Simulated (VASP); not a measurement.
# LiBi3 (Pm-3m) in VASP: single point with PBEsol

Aim: the single point of LiBi3 with PBEsol.

Everything below comes from runs of VASP 6.6.1. Logs are shortened: lines on timing, memory, paths and dates and some standing lists are left out, and cuts for length are marked.

## 1. The crystal as given

It takes space group Pm-3m (No. 221, cubic). The conventional cell has a = 4.484 Å, b = 4.484 Å, c = 4.484 Å, α = 90.00°, β = 90.00°, γ = 90.00°. Li (site symmetry m-3m) has 12 Bi at 3.17 Å as nearest neighbours. Bi (site symmetry 4/mmm) has 4 Li at 3.17 Å and 8 Bi at 3.17 Å as nearest neighbours.

The cell was built by a generator and needn't be a form met in nature.

## 2. Single point, PBEsol

INCAR

```
SYSTEM = LiBi3
  ALGO = Normal
  EDIFF = 1E-7
  ENCUT = 520
  GGA = PS
  ISIF = 2
  ISMEAR = -1
  LASPH = .TRUE.
  LCHARG = .FALSE.
  LREAL = .FALSE.
  LWAVE = .FALSE.
  NBANDS = 32
  NELM = 60
  PREC = Accurate
  SIGMA = 0.1329
```

KPOINTS

```
k-points
0
G
  8 8 8
  0 0 0
```

POSCAR

```
LiBi3
1.0
    4.4843720000      0.0000000000      0.0000000000
    0.0000000000      4.4843720000      0.0000000000
    0.0000000000      0.0000000000      4.4843720000
Li Bi
1 3
Direct
    0.0000000000      0.0000000000      0.0000000000
    0.0000000000      0.5000000000      0.5000000000
    0.5000000000      0.0000000000      0.5000000000
    0.5000000000      0.5000000000      0.0000000000
```

Potentials or basis: VASP PAW PBE potentials, release 64 (Li_sv, Bi_d).

Launch:

```sh
$ cat potpaw_PBE.64/Li_sv/POTCAR potpaw_PBE.64/Bi_d/POTCAR > POTCAR
$ mpirun -np 1 vasp_std > vasp.out
```

OUTCAR:

```text
SYSTEM = LiBi3
   EDIFF = 1E-7
   ENCUT = 520
   GGA = PS
   ISIF = 2
   ISMEAR = -1
   LASPH = .TRUE.
   LREAL = .FALSE.
   NELM = 60
   PREC = Accurate

 ion  position               nearest neighbor table
   1  0.000  0.000  0.000-   2 3.17   3 3.17   4 3.17   2 3.17   3 3.17   2 3.17   4 3.17   2 3.17
                             3 3.17   4 3.17   3 3.17   4 3.17
   2  0.000  0.500  0.500-   1 3.17   3 3.17   4 3.17   1 3.17   4 3.17   1 3.17   3 3.17   1 3.17
                             3 3.17   4 3.17   4 3.17   3 3.17
   3  0.500  0.000  0.500-   1 3.17   2 3.17   4 3.17   1 3.17   4 3.17   2 3.17   4 3.17   4 3.17
                             1 3.17   2 3.17   1 3.17   2 3.17
   4  0.500  0.500  0.000-   1 3.17   2 3.17   3 3.17   2 3.17   3 3.17   1 3.17   3 3.17   3 3.17
                             1 3.17   2 3.17   2 3.17   1 3.17

  LATTYP: Found a simple cubic cell.
 ALAT       =     4.4843720000

  Lattice vectors:

 A1 = (   4.4843720000,   0.0000000000,   0.0000000000)
 A2 = (   0.0000000000,   4.4843720000,   0.0000000000)
 A3 = (   0.0000000000,   0.0000000000,   4.4843720000)

Analysis of symmetry for initial positions (statically):
=====================================================================
 Subroutine PRICEL returns:
 Original cell was already a primitive cell.

 Routine SETGRP: Setting up the symmetry group for a
 simple cubic supercell.

 Subroutine GETGRP returns: Found 48 space group operations
 (whereof 48 operations were pure point group operations)
 out of a pool of 48 trial point group operations.

The static configuration has the point symmetry O_h .

Analysis of symmetry for dynamics (positions and initial velocities):
=====================================================================
 Subroutine PRICEL returns:
 Original cell was already a primitive cell.

 Routine SETGRP: Setting up the symmetry group for a
 simple cubic supercell.

 Subroutine GETGRP returns: Found 48 space group operations
 (whereof 48 operations were pure point group operations)
 out of a pool of 48 trial point group operations.

The dynamic configuration has the point symmetry O_h .

 Subroutine INISYM returns: Found 48 space group operations
 (whereof 48 operations are pure point group operations),
 and found     1 'primitive' translations

----------------------------------------------------------------------------------------

                                     Primitive cell

  volume of cell :      90.1789
[... 93 lines left out ...]
   EDIFF  = 0.1E-06   stopping-criterion for ELM
   LREAL  =      F    real-space projection
   EDIFFG = 0.1E-05   stopping-criterion for IOM
   NSW    =      0    number of steps for IOM
   IBRION =     -1    ionic relax: 0-MD 1-quasi-New 2-CG
   NFREE  =      0    steps in history (QN), initial steepest desc. (CG)
   ISIF   =      2    stress and relaxation
   ISYM   =      2    0-nonsym 1-usesym 2-fastsym
   POTIM  = 0.5000    time-step for ionic-motion
   TEBEG  =    0.0;   TEEND  =   0.0 temperature during run
   PSTRESS=    0.0 pullay stress
   NELECT =      48.0000    total number of electrons
   NUPDOWN=      -1.0000    fix difference up-down
   EMIN   =  10.00;   EMAX   =-10.00  energy-range for DOS
   EFERMI =   0.00;   METHOD = LEGACY
   ISMEAR =    -1;   SIGMA  =   0.13  broadening in eV -4-tet -1-fermi 0-gaus
   EFERMI_NEDOS =   21; number of points for ismear=-14 and -15
   IALGO  =     38    algorithm
   IMIX   =      4    mixing-type and parameters
     AMIX     =   0.40;   BMIX     =  1.00
     AMIX_MAG =   1.60;   BMIX_MAG =  1.00
  volume/ion in A,a.u.               =      22.54       152.14
  Fermi-wavevector in a.u.,A,eV,Ry     =   1.326743  2.507182 23.949630  1.760248
  Thomas-Fermi vector in A             =   2.456107
   LORBIT       =      0    0 simple, 1 ext, 2 COOP (PROOUT), +10 PAW based schemes
   GGA     = PS    functional components
   LHFCALC =     F    Hartree Fock is set to
   AEXX    =    0.0000 exact exchange contribution
   IVDW    =     0    specifies the selected vdW correction
   LEPSILON=     F    determine dielectric tensor
   LRPA    =     F    only Hartree local field effects (RPA)
 non-spin polarized calculation
  energy-cutoff  :      520.00
  volume of cell :       90.18
 maximum number of plane-waves:      2469
 NGX is ok and might be reduce to    36
   NGX = 17   NGY = 17   NGZ = 17

 number of electron      48.0000015 magnetization

 Free energy of the ion-electron system (eV)
  ---------------------------------------------------
  ext. energy  EPLUGINS =         0.00000000
  ---------------------------------------------------
  free energy    TOTEN  =       -14.54645348 eV

  energy without entropy =      -14.45177189  energy(sigma->0) =      -14.49911268

 E-fermi :   9.5459     XC(G=0): -10.8586

 val. band max:        9.5323714226   @ k =   0.3750   0.2500   0.2500
 cond. band min:       9.5540365552   @ k =   0.5000   0.2500   0.0000
 fundamental gap:      0.0216651325
 Fermi energy:         9.5459098951

 k-point     1 :       0.0000    0.0000    0.0000
  band No.  band energies     occupation
      1     -37.4062      2.00000
      2     -13.9177      2.00000
      3     -13.9177      2.00000
      4     -13.9177      2.00000
      5     -13.8843      2.00000
      6     -13.6977      2.00000
[... 829 lines left out ...]
     31      16.0451      0.00000
     32      16.5206      0.00000

 [... further k-points ...]

------------------------ aborting loop because EDIFF is reached ----------------------------------------

  FORCE on cell =-STRESS in cart. coord.  units (eV):
  Direction    XX          YY          ZZ          XY          YZ          ZX
  --------------------------------------------------------------------------------------
  -------------------------------------------------------------------------------------
  Total        9.4812607      9.4812607      9.4812607     -0.0000000     -0.0000000      0.0000000
  in kB      168.4502940    168.4502940    168.4502940     -0.0000000     -0.0000000      0.0000000
  external PRESSURE =     168.4502940 kB  Pullay stress =       0.0000000 kB

 VOLUME and BASIS-vectors are now :
 -----------------------------------------------------------------------------
  energy-cutoff  :      520.00
  volume of cell :       90.18
      direct lattice vectors                 reciprocal lattice vectors
     4.484372000  0.000000000  0.000000000     0.222996665  0.000000000  0.000000000
     0.000000000  4.484372000  0.000000000     0.000000000  0.222996665  0.000000000
     0.000000000  0.000000000  4.484372000     0.000000000  0.000000000  0.222996665

 POSITION                                       TOTAL-FORCE (eV/Angst)
 -----------------------------------------------------------------------------------
      0.00000      0.00000      0.00000         0.000000      0.000000      0.000000
      0.00000      2.24219      2.24219         0.000000      0.000000      0.000000
      2.24219      0.00000      2.24219         0.000000      0.000000      0.000000
      2.24219      2.24219      0.00000         0.000000      0.000000      0.000000
 -----------------------------------------------------------------------------------
    total drift:                                0.000000      0.000000      0.000000

  FREE ENERGIE OF THE ION-ELECTRON SYSTEM (eV)
  ---------------------------------------------------
  free  energy   TOTEN  =       -14.5464534777 eV

  energy  without entropy=      -14.4517718872  energy(sigma->0) =      -14.49911268
```

stdout:

```text
POSCAR found type information on POSCAR LiBi
 POSCAR found :  2 types and       4 ions
 scaLAPACK will be used
 -----------------------------------------------------------------------------
|                                                                             |
|                                                                             |
|     You enforced a specific xc type in the INCAR file but a different       |
|     I HOPE YOU KNOW WHAT YOU ARE DOING!                                     |
|                                                                             |
 -----------------------------------------------------------------------------

 LDA part: xc-table for (Slater+PW92), standard interpolation
 POSCAR, INCAR and KPOINTS ok, starting setup
 FFT: planning ... GRIDC
 FFT: planning ... GRID_SOFT
 FFT: planning ... GRID
 WAVECAR not read
 entering main loop
```

It took 46 s on 1 thread of Intel Xeon Platinum 8488C (Sapphire Rapids), shared host; peak memory 0.24 GiB.

What came out:

```yaml
Free_energy: -14.5465 eV
Band_gap_on_the_k_mesh: none (metal or under the smearing width)
```

Caveat: the cutoff is under 1.25 times the usual one of these potentials, so pressure, stress and relaxed cells hold a basis-set (Pulay) error; the PAW data sets were made with another functional, which shifts forces and pressure a little; spin-orbit coupling is left out, which moves the levels of the heavy elements.
